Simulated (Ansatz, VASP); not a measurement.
# TaN in two plane-wave programs, part 2 of 2

Aim: how closely do two programs agree when they are given the same cell, functional and k mesh? The cell is taken from a series of runs on this material, whose earlier steps may have relaxed, scaled, displaced or heated it; both programs get it as it stands.

VASP 6.6.1 and Ansatz 0.2.0.

So far: The structure; Ansatz: zone-centre phonons, PBEsol.

## (3) VASP: zone-centre phonons, PBEsol

Level of this step: PBEsol; plane waves and PAW (N, Ta_pv) (VASP).

The same cell, functional, mesh and smearing now go to VASP, with its own data sets.

Lines of VASP's logs that name or quote its potential files are left out, and so is its time.

The input, INCAR:

```
SYSTEM = TaN
PREC = Accurate
ENCUT = 600
EDIFF = 1E-08
NELM = 120
ISMEAR = 1
SIGMA = 0.2
LREAL = .FALSE.
ALGO = Normal
GGA = PS
NBANDS = 14
LASPH = .TRUE.
LORBIT = 11
LWAVE = .FALSE.
LCHARG = .FALSE.
ISIF = 2
IBRION = 8
GGA_COMPAT = .FALSE.
KPAR = 2
```

The input, POSCAR:

```
TaN
1.0
    2.9091541280      0.0000000000      0.0000000000
   -1.4545770640      2.5194013784      0.0000000000
    0.0000000000      0.0000000000      2.9567248527
N Ta
1 1
Direct
    0.6666666672      0.3333333328      0.0000000000
    0.0000000005      0.9999999995      0.5000000000
```

The input, KPOINTS:

```
Automatic mesh
0
Gamma
18 18 16
0 0 0
```

PAW data sets: N and Ta_pv (PBE family, release 64).

Started as:

```console
mpirun -np 2 vasp_std
```

Numbers of over 12 decimals in the logs are rounded to 6 here.

Output:

```text
[banner, memory and clock lines left out]
running    2 mpi-ranks, on    1 nodes
 distrk:  each k-point on    1 cores,    2 groups
 distr:  one band on    1 cores,    1 groups

 POSCAR found type information on POSCAR N Ta
 POSCAR found :  2 types and       2 ions
|                                                                             |
|               ----> ADVICE to this user running VASP <----                  |
|                                                                             |
|     You enforced a specific xc type in the INCAR file but a different       |
|     [... a line on the potential file left out ...]
|     I HOPE YOU KNOW WHAT YOU ARE DOING!                                     |
|                                                                             |

 LDA part: xc-table for (Slater+PW92), standard interpolation
 POSCAR, INCAR and KPOINTS ok, starting setup
 FFT: planning ... GRIDC
 FFT: planning ... GRID_SOFT
 FFT: planning ... GRID
 WAVECAR not read
 entering main loop
       N       E                     dE             d eps       ncg     rms          rms(c)
DAV:   1     0.102926733754E+03    0.10293E+03   -0.97804E+03  9324   0.133E+03
DAV:   2    -0.224349173502E+02   -0.12536E+03   -0.11862E+03 11280   0.346E+02
DAV:   3    -0.260972786021E+02   -0.36624E+01   -0.36359E+01 11028   0.581E+01
DAV:   4    -0.261168236466E+02   -0.19545E-01   -0.19541E-01 10802   0.449E+00
DAV:   5    -0.261169431005E+02   -0.11945E-03   -0.11945E-03 11154   0.335E-01    0.232E+01
DAV:   6    -0.239102761231E+02    0.22067E+01   -0.40149E+00 11246   0.247E+01    0.983E+00
DAV:   7    -0.238050984297E+02    0.10518E+00   -0.39194E-01 11526   0.644E+00    0.685E+00
DAV:   8    -0.237706237358E+02    0.34475E-01   -0.14197E-01 12372   0.366E+00    0.138E+00
DAV:   9    -0.237658535727E+02    0.47702E-02   -0.10887E-02 10560   0.960E-01    0.218E-01
DAV:  10    -0.237657436299E+02    0.10994E-03   -0.51643E-04 12540   0.276E-01    0.134E-01
DAV:  11    -0.237657098447E+02    0.33785E-04   -0.58511E-05 10704   0.780E-02    0.113E-02
DAV:  12    -0.237657099591E+02   -0.11439E-06   -0.35100E-06 12180   0.188E-02    0.225E-03
DAV:  13    -0.237657099335E+02    0.25585E-07   -0.34468E-08 10656   0.213E-03    0.127E-03
DAV:  14    -0.237657098903E+02    0.43266E-07   -0.66823E-09  8538   0.894E-04    0.257E-04
DAV:  15    -0.237657098796E+02    0.10655E-07   -0.48859E-10  5958   0.246E-04    0.797E-05
DAV:  16    -0.237657098801E+02   -0.45270E-09   -0.67771E-11  5886   0.826E-05
   1 F= -.23765710E+02 E0= -.23765784E+02  d E =0.222898E-03
 Linear response reoptimize wavefunctions to high precision
DAV:   1    -0.237657098801E+02   -0.36380E-11   -0.15694E-11  6630   0.404E-05
 Linear response DOF=           4
 Linear response progress:
  Degree of freedom:   1/  4
       N       E                     dE             d eps       ncg     rms          rms(c)
RMM:   1    -0.231751811580E+00   -0.23175E+00    0.10265E-01 95353   0.282E+00
RMM:   2    -0.225367264957E+00    0.63845E-02   -0.30288E-03 69888   0.461E-01    0.163E-01
RMM:   3    -0.226204243545E+00   -0.83698E-03   -0.47324E-04 66552   0.143E-01    0.884E-02
RMM:   4    -0.227348610351E+00   -0.11444E-02   -0.25627E-04 67883   0.106E-01    0.229E-02
RMM:   5    -0.227403955126E+00   -0.55345E-04   -0.98348E-06 77270   0.255E-02    0.195E-03
RMM:   6    -0.227398103062E+00    0.58521E-05   -0.12362E-06 78977   0.481E-03    0.130E-03
RMM:   7    -0.227393093730E+00    0.50093E-05   -0.19789E-07 83146   0.162E-03    0.103E-03
RMM:   8    -0.227394995055E+00   -0.19013E-05   -0.85844E-09 80094   0.629E-04    0.188E-04
RMM:   9    -0.227392275639E+00    0.27194E-05   -0.18847E-08 72837   0.298E-04    0.213E-05
RMM:  10    -0.227392105402E+00    0.17024E-06    0.40384E-09 85903   0.957E-05    0.197E-05
RMM:  11    -0.227392058351E+00    0.47051E-07   -0.19499E-09 83887   0.313E-05    0.841E-06
RMM:  12    -0.227392056882E+00    0.14688E-08   -0.45333E-10 81216   0.113E-05    0.216E-06
 first order change of Fermi-energy   0.29725E-04
 force on displaced ion       1 direction 1 : -12.323   0.001   0.000
 Linear response progress:
  Degree of freedom:   2/  4
       N       E                     dE             d eps       ncg     rms          rms(c)
RMM:   1    -0.237165088516E+00   -0.23717E+00    0.15461E-01 32687   0.294E+00
RMM:   2    -0.231386564796E+00    0.57785E-02   -0.35953E-03 25072   0.500E-01    0.148E-01
RMM:   3    -0.232145542039E+00   -0.75898E-03   -0.91579E-04 23749   0.184E-01    0.758E-02
RMM:   4    -0.233304560007E+00   -0.11590E-02   -0.40463E-04 24612   0.123E-01    0.232E-02
RMM:   5    -0.233426283371E+00   -0.12172E-03   -0.21103E-05 26072   0.367E-02    0.350E-03
RMM:   6    -0.233420693060E+00    0.55903E-05   -0.15540E-06 26594   0.859E-03    0.133E-03
RMM:   7    -0.233411414148E+00    0.92789E-05   -0.42789E-07 26271   0.286E-03    0.401E-04
RMM:   8    -0.233412946128E+00   -0.15320E-05   -0.50522E-08 29355   0.944E-04    0.194E-04
RMM:   9    -0.233412963622E+00   -0.17493E-07   -0.21785E-08 29136   0.309E-04    0.365E-05
RMM:  10    -0.233412666650E+00    0.29697E-06   -0.13213E-08 29659   0.101E-04    0.175E-05
RMM:  11    -0.233412660540E+00    0.61099E-08   -0.99485E-10 28844   0.400E-05    0.312E-06
 first order change of Fermi-energy  -0.61045E-04
 force on displaced ion       1 direction 3 :   0.000  -0.000 -12.174
 Linear response progress:
  Degree of freedom:   3/  4
       N       E                     dE             d eps       ncg     rms          rms(c)
RMM:   1    -0.131267350604E+00   -0.13127E+00    0.11722E+01 42148   0.253E+01
RMM:   2    -0.160107257345E+00   -0.28840E-01   -0.26281E-02 64423   0.150E+00    0.176E-01
RMM:   3    -0.158651508113E+00    0.14557E-02   -0.25792E-03 73770   0.338E-01    0.956E-02
RMM:   4    -0.157680352024E+00    0.97116E-03   -0.36364E-04 81767   0.130E-01    0.361E-02
RMM:   5    -0.157345547032E+00    0.33480E-03   -0.57755E-05 85258   0.337E-02    0.598E-03
RMM:   6    -0.157354308474E+00   -0.87614E-05   -0.76115E-05 83227   0.113E-02    0.226E-03
RMM:   7    -0.157356623086E+00   -0.23146E-05   -0.45187E-05 90412   0.379E-03    0.509E-04
RMM:   8    -0.157358490858E+00   -0.18678E-05   -0.25569E-05 89697   0.135E-03    0.228E-04
RMM:   9    -0.157359791799E+00   -0.13009E-05   -0.13666E-05 84402   0.608E-04    0.475E-05
RMM:  10    -0.157360047867E+00   -0.25607E-06   -0.68536E-06 89937   0.278E-04    0.215E-05
RMM:  11    -0.157360138883E+00   -0.91015E-07   -0.35587E-06 96138   0.128E-04    0.738E-06
RMM:  12    -0.157360153301E+00   -0.14418E-07   -0.19095E-06 88280   0.662E-05    0.493E-06
RMM:  13    -0.157360164376E+00   -0.11075E-07   -0.10434E-06 84553   0.369E-05    0.334E-06
RMM:  14    -0.157360191411E+00   -0.27035E-07   -0.56668E-07 80207   0.220E-05    0.794E-07
RMM:  15    -0.157360179851E+00    0.11560E-07   -0.30620E-07 63106   0.131E-05    0.226E-06
RMM:  16    -0.157360189746E+00   -0.98947E-08   -0.17561E-07 44025   0.814E-06    0.740E-07
RMM:  17    -0.157360191395E+00   -0.16491E-08   -0.96879E-08 44020   0.573E-06    0.705E-07
 first order change of Fermi-energy  -0.61584E-04
 force on displaced ion       2 direction 1 : -12.328   0.000   0.000
 Linear response progress:
  Degree of freedom:   4/  4
       N       E                     dE             d eps       ncg     rms          rms(c)
RMM:   1    -0.158234425815E+00   -0.15823E+00    0.98521E+00 14943   0.245E+01
RMM:   2    -0.186687179486E+00   -0.28453E-01   -0.28987E-02 22286   0.155E+00    0.131E-01
RMM:   3    -0.186086551482E+00    0.60063E-03   -0.20391E-03 26429   0.292E-01    0.715E-02
RMM:   4    -0.185578708047E+00    0.50784E-03   -0.18466E-04 27392   0.956E-02    0.199E-02
RMM:   5    -0.185458243258E+00    0.12046E-03   -0.31625E-05 29728   0.268E-02    0.660E-03
RMM:   6    -0.185426313302E+00    0.31930E-04   -0.31683E-05 27790   0.999E-03    0.751E-04
RMM:   7    -0.185427776254E+00   -0.14630E-05   -0.23976E-05 31773   0.299E-03    0.419E-04
RMM:   8    -0.185429763114E+00   -0.19869E-05   -0.15931E-05 30921   0.114E-03    0.959E-05
RMM:   9    -0.185430311007E+00   -0.54789E-06   -0.91037E-06 31107   0.513E-04    0.391E-05
RMM:  10    -0.185430716489E+00   -0.40548E-06   -0.52742E-06 29200   0.290E-04    0.129E-05
RMM:  11    -0.185430936479E+00   -0.21999E-06   -0.31150E-06 31976   0.156E-04    0.482E-06
RMM:  12    -0.185430914950E+00    0.21528E-07   -0.18067E-06 29551   0.878E-05    0.265E-06
RMM:  13    -0.185430899210E+00    0.15741E-07   -0.11650E-06 29949   0.525E-05    0.504E-06
RMM:  14    -0.185430896395E+00    0.28150E-08   -0.69540E-07 20283   0.322E-05    0.609E-06
RMM:  15    -0.185430935432E+00   -0.39037E-07   -0.45767E-07 26453   0.246E-05    0.423E-06
RMM:  16    -0.185430953755E+00   -0.18323E-07   -0.26568E-07 26358   0.156E-05    0.343E-06
RMM:  17    -0.185430966812E+00   -0.13057E-07   -0.17943E-07 23743   0.105E-05    0.290E-06
RMM:  18    -0.185431004353E+00   -0.37541E-07   -0.10619E-07 30690   0.106E-05    0.855E-07
RMM:  19    -0.185431016366E+00   -0.12014E-07   -0.69034E-08 23063   0.608E-06    0.236E-07
RMM:  20    -0.185431019338E+00   -0.29720E-08   -0.43029E-08 12580   0.430E-06    0.139E-07
 first order change of Fermi-energy  -0.12015E-02
 force on displaced ion       2 direction 3 :   0.000   0.000 -12.187
 Linear response finished
```

From OUTCAR (step 3):

```text
ion  position               nearest neighbor table
   1  0.667  0.333  0.000-   2 2.24   2 2.24   2 2.24   2 2.24   2 2.24   2 2.24
   2  0.000  1.000  0.500-   1 2.24   1 2.24   1 2.24   1 2.24   1 2.24   1 2.24

  LATTYP: Found a hexagonal cell.
 ALAT       =     2.9091541280
 C/A-ratio  =     1.0163520813

 Subroutine GETGRP returns: Found 12 space group operations
 (whereof 12 operations were pure point group operations)

The static configuration has the point symmetry D_3h.

 Found    333 irreducible k-points:

   k-points           NKPTS =    333   k-points in BZ     NKDIM =    333   number of bands    NBANDS=     14

   dimension x,y,z NGX =    24 NGY =   24 NGZ =   24
   dimension x,y,z NGXF=    48 NGYF=   48 NGZF=   48

   ENCUT  =  600.0 eV  44.10 Ry    6.64 a.u.   5.81  5.81  5.91*2*pi/ulx,y,z

   NELECT =      16.0000    total number of electrons

 k-points in reciprocal lattice and weights: Automatic mesh
   0.00000000  0.00000000  0.00000000       0.000
   0.05555556  0.00000000  0.00000000       0.001
   0.11111111  0.00000000  0.00000000       0.001
   0.16666667 -0.00000000  0.00000000       0.001
   0.22222222  0.00000000  0.00000000       0.001
   0.27777778  0.00000000  0.00000000       0.001
   0.33333333  0.00000000  0.00000000       0.001
   0.38888889  0.00000000  0.00000000       0.001
   0.44444444  0.00000000  0.00000000       0.001
[...]
0.33333333  0.27777778  0.50000000       0.002
   0.33333333  0.33333333  0.50000000       0.000

 average (electrostatic) potential at core
       1 -61.7610       2 -34.9330

  Total        0.0844379      0.0844379     -2.9128135      0.0000000     -0.0000000      0.0000000
  in kB        6.2427055      6.2427055   -215.3516725      0.0000000     -0.0000000      0.0000000
  external PRESSURE =     -67.6220872 kB  Pullay stress =       0.0000000 kB

  energy-cutoff  :      600.00
  volume of cell :       21.67
      direct lattice vectors                 reciprocal lattice vectors
     2.909154128  0.000000000  0.000000000     0.343742530  0.198459842  0.000000000
    -1.454577064  2.519401378  0.000000000     0.000000000  0.396919684  0.000000000
     0.000000000  0.000000000  2.956724853     0.000000000  0.000000000  0.338212059

 POSITION                                       TOTAL-FORCE (eV/Angst)
 -----------------------------------------------------------------------------------
      1.45458      0.83980      0.00000         0.000000      0.000000      0.000000
     -1.45458      2.51940      1.47836        -0.000000      0.000000      0.000000
 -----------------------------------------------------------------------------------
    total drift:                               -0.000002      0.000001     -0.000000

 Eigenvectors and eigenvalues of the dynamical matrix
 ----------------------------------------------------

   1 f  =   15.223829 THz    95.654139 2PiTHz  507.812277 cm-1    62.960670 meV
             X         Y         Z           dx          dy          dz
      1.454577  0.839800  0.000000     0.000000    0.963407    0.000000
     -1.454577  2.519401  1.478362    -0.000000   -0.268043   -0.000000

   2 f  =   15.223829 THz    95.654139 2PiTHz  507.812277 cm-1    62.960670 meV
             X         Y         Z           dx          dy          dz
      1.454577  0.839800  0.000000     0.963407   -0.000000   -0.000000
     -1.454577  2.519401  1.478362    -0.268043    0.000000    0.000000

   3 f  =   15.131723 THz    95.075419 2PiTHz  504.739948 cm-1    62.579750 meV
             X         Y         Z           dx          dy          dz
      1.454577  0.839800  0.000000     0.000000    0.000000   -0.963383
     -1.454577  2.519401  1.478362    -0.000000   -0.000000    0.268128

   4 f/i=    0.000829 THz     0.005211 2PiTHz    0.027666 cm-1     0.003430 meV
             X         Y         Z           dx          dy          dz
      1.454577  0.839800  0.000000     0.225723    0.144554   -0.000000
     -1.454577  2.519401  1.478362     0.811301    0.519561   -0.000000

   5 f/i=    0.000829 THz     0.005211 2PiTHz    0.027666 cm-1     0.003430 meV
             X         Y         Z           dx          dy          dz
      1.454577  0.839800  0.000000     0.144554   -0.225723    0.000000
     -1.454577  2.519401  1.478362     0.519561   -0.811301    0.000000

   6 f/i=    0.002163 THz     0.013588 2PiTHz    0.072139 cm-1     0.008944 meV
             X         Y         Z           dx          dy          dz
      1.454577  0.839800  0.000000    -0.000000    0.000000    0.268128
     -1.454577  2.519401  1.478362    -0.000000    0.000000    0.963383

 ELASTIC MODULI CONTR FROM IONIC RELAXATION (kBar)
 Direction    XX          YY          ZZ          XY          YZ          ZX
 --------------------------------------------------------------------------------
 XX          -0.4553      0.4553      0.0000      0.0000      0.0000      0.0000
 YY           0.4553     -0.4553      0.0000     -0.0000      0.0000      0.0000
 ZZ           0.0000      0.0000      0.0000      0.0000      0.0000      0.0000
 XY           0.0000     -0.0000      0.0000     -0.4553      0.0000      0.0000
 YZ           0.0000      0.0000      0.0000      0.0000      0.0000      0.0000
 ZX           0.0000      0.0000      0.0000      0.0000      0.0000      0.0000
 --------------------------------------------------------------------------------
```

## (4) Comparison

Known differences besides the potentials themselves: the data sets hold 18 valence electrons in Ansatz (on its PAW soft_1 files) and 16 in VASP; the cutoff is 420 eV in Ansatz and 600 eV in VASP; Ansatz makes its cores anew for this functional, VASP keeps those of its PBE data sets. Total energies have different zeros and are not compared.

The two programs side by side:

```
                  quantity  Ansatz   VASP  difference
     optical mode 1 (cm⁻¹)   501.9  504.7     -0.56 %
optical mode 2 to 3 (cm⁻¹)   504.9  507.8     -0.58 %
```

Modes are paired by rising frequency, not by their patterns, so a pair may set unlike modes beside each other; they are those without the splitting of longitudinal modes.

## (5) What came out

```yaml
r_m_s_difference_of_the_optical_zone_centre_modes_each_program_s_sorted_by_frequency_zone_centre_phonons_pbesol: 2.9 cm⁻¹
difference_in_optical_mode_2_to_3_zone_centre_phonons_pbesol: -0.6 %
```

In words: The r.m.s. difference of the optical zone-centre modes, each program's sorted by frequency is 2.9 cm⁻¹ (zone-centre phonons, PBEsol). The data sets hold unlike numbers of valence electrons (18 in Ansatz and 16 in VASP), so part of the differences comes from the potentials. Among the rows given in per cent, the largest difference of the zone-centre phonons, PBEsol pair is in optical mode 2 to 3, -0.6 %. How closely two codes agree says nothing of how well the functional describes the real material.

[Lines on the potential files, build, host, timing and source positions are cut from VASP's logs without a mark.]

[Logs are printed without paths, hosts, clocks, repeated set-up lines and the standing remarks that a program may print on its own settings, such as how far it seeks lower states.]

[Hosts, paths, dates, database ids (printed as entryN), source tags and the programs' standing remarks are cut or masked in the printed files.]
